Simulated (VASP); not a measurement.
Here is the system:

```xyz
2
Lattice="1.8039 -3.1245 0.0000 1.8039 3.1245 0.0000 0.0000 0.0000 5.5563" Properties=species:S:1:pos:R:3 pbc="T T T"
Ho     1.8039     1.0415     1.3891
Ho     1.8039    -1.0415     4.1672
```

All values below come from PBE GGA, VASP's PBE PAW potentials (set 64) (plane waves; VASP 6.6.1). Numerical set-up: 400 eV cut-off, Gaussian smearing of 0.050 eV, potentials Ho_3.

The 4f electrons are frozen in the core of the lanthanide potential, so 4f levels, which can set the real gap, and their magnetism are missing.

Question: Give the energies of bands 7 to 12 at the high-symmetry points, in eV from the Fermi level.

Answer: 
| band | Γ | M | K | A | L | H |
|---|---|---|---|---|---|---|
| 7 | -5.28 | -2.00 | -0.84 | -3.64 | -1.93 | -0.57 |
| 8 | -2.16 | -1.37 | -0.80 | -3.64 | -1.93 | -0.57 |
| 9 | 1.24 | -0.89 | -0.80 | 1.11 | 0.11 | -0.41 |
| 10 | 1.85 | -0.10 | -0.47 | 1.11 | 0.11 | -0.41 |
| 11 | 1.85 | 1.49 | 1.22 | 1.74 | 1.56 | 0.52 |
| 12 | 2.40 | 1.65 | 1.22 | 1.74 | 1.56 | 0.52 |

It has no gap at this level: it comes out as a metal or semimetal.

The compound is Ho in the hcp structure. It was relaxed first.
